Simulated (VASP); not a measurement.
Here is a VASP 6.6.1 calculation.

INCAR

```
PREC = Accurate
ENCUT = 520
EDIFF = 1E-6
ISMEAR = 0
SIGMA = 0.03
LREAL = F
LASPH = T
NELM = 80
ALGO = Normal
ISIF = 2
LWAVE = F
LCHARG = F
LDIPOL = T
IDIPOL = 3
DIPOL = 0.5 0.5 0.500
GGA = PS
IBRION = 2
NSW = 80
EDIFFG = -0.02
```

The input KPOINTS:

```
regular mesh
0
Gamma
  6 5 1
```

Contents of POSCAR:

```
GaSb
1.0
    4.3238137200      0.0000000000      0.0000000000
    0.0000000000      6.1147960000      0.0000000000
    0.0000000000      0.0000000000     27.9714411500
Ga Sb
7 7
Direct
    0.5000000000      0.5000000000      0.2681306300
    0.0000000000      0.0000000000      0.3454204200
    0.5000000000      0.5000000000      0.4227102100
    0.0000000000      0.0000000000      0.5000000000
    0.5000000000      0.5000000000      0.5772897900
    0.0000000000      0.0000000000      0.6545795800
    0.5000000000      0.5000000000      0.7318693700
    0.0000000000      0.7500000000      0.2681306300
    0.5000000000      0.2500000000      0.3454204200
    0.0000000000      0.7500000000      0.4227102100
    0.5000000000      0.2500000000      0.5000000000
    0.0000000000      0.7500000000      0.5772897900
    0.5000000000      0.2500000000      0.6545795800
    0.0000000000      0.7500000000      0.7318693700
```

Potentials or basis: VASP PAW PBE potentials, release 64 (Ga_d, Sb).

Command:

```console
$ cat potpaw_PBE.64/Ga_d/POTCAR potpaw_PBE.64/Sb/POTCAR > POTCAR
$ mpirun -np 4 vasp_std > vasp.out
```

(1) Estimate the energy gained by relaxing.

(2) Predict the band gap on the k mesh.

## Answers

(1) 92.2 meV/atom.

(2) 0.41 eV, indirect (least direct gap 0.57 eV).

Caveat: spin-orbit coupling is left out, which moves the levels of the heavy elements.
